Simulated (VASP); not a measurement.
Runs of VASP 6.6.1 on ZnGa3Bi. The structure is cubic, space group Pm-3m (No. 221). Conventional cell: a = 4.711 Å, b = 4.711 Å, c = 4.711 Å, α = 90.00°, β = 90.00°, γ = 90.00°. Zn (site symmetry m-3m) is surrounded by 6 Ga at 2.36 Å. Around Ga (site symmetry 4/mmm) lie 2 Zn at 2.36 Å. Bi (site symmetry m-3m) is surrounded by 12 Ga at 3.33 Å. The cell was built by a generator and needn't be a form met in nature.

```tsv
task	level	potentials or basis	cell	cutoff (eV)	smearing	gap on the mesh (eV)	pressure (GPa)	relaxed volume (Å³/atom)
relaxation of cell and atoms	PBE	VASP PAW PBE potentials, release 64 (Zn, Ga_d, Bi_d)	relaxed	600	methfessel-paxton 0.1 eV	none	0.1	(a)
electric field gradients	rev-vdW-DF2	VASP PAW PBE potentials, release 54 (Zn, Ga_d, Bi_d)	as given	520	gaussian 0.1 eV	none	6.8	-
relaxation of cell and atoms	r2SCAN	VASP PAW PBE potentials, release 64 (Zn, Ga_d, Bi_d)	relaxed	600	methfessel-paxton 0.1 eV	none	0.0	23.02
single point	PBE	VASP PAW PBE potentials, release 64 (Zn, Ga_d, Bi_d)	as given	520	fermi-dirac 0.05 eV	none	8.0	-
```

Alike in all rows: no spin polarisation; k mesh 6 × 6 × 6.

Task: Fill in the values left out.

Result: (a) 23.87.

Caveats: spin-orbit coupling is left out, which moves the levels of the heavy elements; the PAW data sets were made with another functional, which shifts forces and pressure a little (some runs).

A k mesh can miss the band edges, and the runs leave out spin-orbit coupling on Bi, Ga.

A gap of «none» marks a metal or a gap under the smearing width.

Not every run made on this cell is shown here.
